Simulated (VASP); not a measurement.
An input for Ansatz (written as the equivalent of a VASP run, and not itself run):

Ansatz 0.2 input:
```yaml
crystal:
  lattice:
    - [0.0000000, 2.9790812, 2.9790812]
    - [2.9790812, 0.0000000, 2.9790812]
    - [2.9790812, 2.9790812, 0.0000000]
  atoms:
    - { symbol: In, position: [0.0000000, 0.0000000, 0.0000000] }
    - { symbol: P, position: [0.7500000, 0.7500000, 0.7500000] }
kpoints:
  mp_grid: { grid: [7, 7, 7] }
hamiltonian:
  xc: pbe
  pseudopotentials: { kind: paw }
scf:
  occupations: { method: gaussian, width: 0.05 }
  max_iter: 100
relax:
  max_steps: 60
  f_tol: 0.01
  cell: {}
output: { forces: true, stress: true, eigenvalues: true }
```

Translate this input to VASP (INCAR, KPOINTS, POSCAR, choice of POTCAR).

One answer among several that fit: 
**KPOINTS**
```
Automatic mesh
0
Gamma
7 7 7
0 0 0
```

POSCAR:
```
InP
1
    0.0000000000     2.9790812292     2.9790812292
    2.9790812292    -0.0000000000     2.9790812292
    2.9790812292     2.9790812292     0.0000000000
In P
1 1
Direct
  0.0000000000   0.0000000000   0.0000000000
  0.7500000000   0.7500000000   0.7500000000
```

### INCAR
```
SYSTEM = InP
PREC = Accurate
ENCUT = 480
EDIFF = 1E-6
NELM = 100
ALGO = Normal
LREAL = .FALSE.
LASPH = .TRUE.
ISMEAR = 0
SIGMA = 0.05
GGA = PE
LMAXMIX = 4
LWAVE = .FALSE.
LCHARG = .FALSE.
IBRION = 2
ISIF = 3
NSW = 60
EDIFFG = -0.01
```

POTCAR, in this order: In_d P (PBE.64 set). Program: vasp_std.

What does not carry over: each code has its own PAW files, so the cut-off isn't converted (ENCUT is set for VASP's; basis.ecutwfc is left out, and Ansatz then takes the one that its files recommend); Ansatz stops its SCF on the density residual and VASP on the energy change (EDIFF).

The compound is InP in the zinc blende structure. It was relaxed first. The start is the result of an earlier pass.
